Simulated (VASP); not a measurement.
Consider the following.

```xyz
2
Lattice="3.3405 0.0000 0.0000 -1.6702 2.8930 0.0000 0.0000 0.0000 14.0000" Properties=species:S:1:pos:R:3 pbc="T T T"
Cd     1.6702     0.9643     7.0000
O      0.0000     1.9286     7.0000
```

The numbers are results of PBE GGA, VASP's PBE PAW potentials (set 64) (plane waves; VASP), not measurements. Numerical set-up: 400 eV cut-off, 9×9×1 Γ-centred mesh, Gaussian smearing of 0.10 eV, potentials Cd O.

The cell holds a wide vacuum, so values per volume refer to the whole cell.

### Question
What does the run give for the energy per atom (σ→0), band gap (on the k-mesh) with the smallest direct gap where there is one?

### Answer

```json
{
  "band gap (on the k-mesh)": "0.41 eV",
  "smallest direct gap (on the k-mesh)": "0.41 eV",
  "energy per atom (σ→0)": "-3.085 eV/atom"
}
```

The cell is a sheet with vacuum, built from a generated structure.
